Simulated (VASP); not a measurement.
Given:

```
CELL_PARAMETERS angstrom
     -3.00203     3.00203     5.68922
      3.00203    -3.00203     5.68922
      3.00203     3.00203    -5.68922
ATOMIC_POSITIONS crystal
  Cd 0.25000 0.75000 0.50000
  Cd 0.50000 0.50000 0.00000
  Ge 0.00000 0.00000 0.00000
  Ge 0.75000 0.25000 0.50000
  As 0.87500 0.34622 0.97122
  As 0.65378 0.62500 0.52878
  As 0.37500 0.90378 0.02878
  As 0.09622 0.12500 0.47122
```

These are PBEsol GGA, VASP's PBE PAW potentials (set 64) (plane waves; VASP) values and carry that method's errors. Numerical set-up: 300 eV cut-off, 5×5×5 Γ-centred mesh, first-order Methfessel-Paxton smearing of 0.10 eV, potentials Cd Ge_d As.

At this cut-off the stress carries a Pulay error, which pulls relaxed volumes low.

**Question.** Give the force on each atom (eV/Å).

**Answer.** 
```tsv
atom	Fx	Fy	Fz
Cd1	0.000	0.000	0.000
Cd2	0.000	0.000	0.000
Ge3	0.000	0.000	0.000
Ge4	0.000	0.000	0.000
As5	0.156	0.000	0.000
As6	0.000	-0.156	0.000
As7	-0.156	0.000	0.000
As8	0.000	0.156	0.000
```

**Question.** Give the stress tensor in GPa (positive for a compressed cell).

**Answer.** 
```
-1.60   0.00   0.00
 0.00  -1.60   0.00
 0.00   0.00  -1.51
```
The pressure is its mean diagonal, -1.57 GPa.

The structure comes from a computed database's CdGeAs2 entry; how it stands against other phases isn't given here. The cell was not relaxed at this level.
